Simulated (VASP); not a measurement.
Given:

```
W
1.0
   -1.58000     1.58000     1.58000
    1.58000    -1.58000     1.58000
    1.58000     1.58000    -1.58000
W
1
Direct
  0.00000   0.00000   0.00000
```

The numbers are results of AM05 GGA, VASP's PBE PAW potentials (set 64) (plane waves; VASP 6.6.1), not measurements. Numerical set-up: 400 eV cut-off, 15×15×15 Γ-centred mesh, first-order Methfessel-Paxton smearing of 0.10 eV, potentials W_sv.

**Question.** Give the stress tensor in GPa (positive for a compressed cell).

**Answer.** 
```
-2.72   0.00   0.00
 0.00  -2.72   0.00
 0.00   0.00  -2.72
```
The pressure is its mean diagonal, -2.72 GPa.

The compound is W in the bcc structure. The cell was not relaxed at this level. The run is one of a series of settings (GGA = AM against the base run), some of them coarse on purpose.
